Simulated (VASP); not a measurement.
The system is BaH4.

```xyz
5
Lattice="2.2908 1.3226 3.5363 -2.2908 1.3226 3.5363 0.0000 -2.6452 3.5363" Properties=species:S:1:pos:R:3 pbc="T T T"
Ba    0.0000    0.0000    0.0000
H     0.0000    0.0000    7.8597
H     0.0000    0.0000    2.7491
H     0.0000    0.0000    4.9192
H     0.0000    0.0000    5.6896
```

The cell was built by a generator and needn't be a form met in nature.

Base run:

```yaml
Program: VASP 6.6.1
Functional: PBE
Potentials_or_basis: VASP PAW PBE potentials, release 64 (Ba_sv, H)
Cutoff: 520 eV
k_mesh: 6 × 6 × 6
Occupations: gaussian, width 0.02 eV
Spin: no spin polarisation
```

Its results: band gap on the k mesh 2.49 eV, indirect (least direct gap 2.90 eV); pressure 0.4 GPa; largest force 0.017 eV/Å.

Q: The run is repeated on the same cell with these changes: functional from PBE to r2SCAN. What comes out?

A: Band gap on the k mesh 2.94 eV, indirect (least direct gap 3.33 eV); pressure 0.0 GPa; largest force 0.287 eV/Å.

r2SCAN gives the wider gap, since meta-GGAs in the generalised Kohn-Sham scheme recover part of the derivative discontinuity.

Caveats: spin-orbit coupling is left out, which moves the levels of the heavy elements; the PAW data sets were made with another functional, which shifts forces and pressure a little (some runs).

A k mesh can miss the band edges.

Not every run made on this cell is shown here.
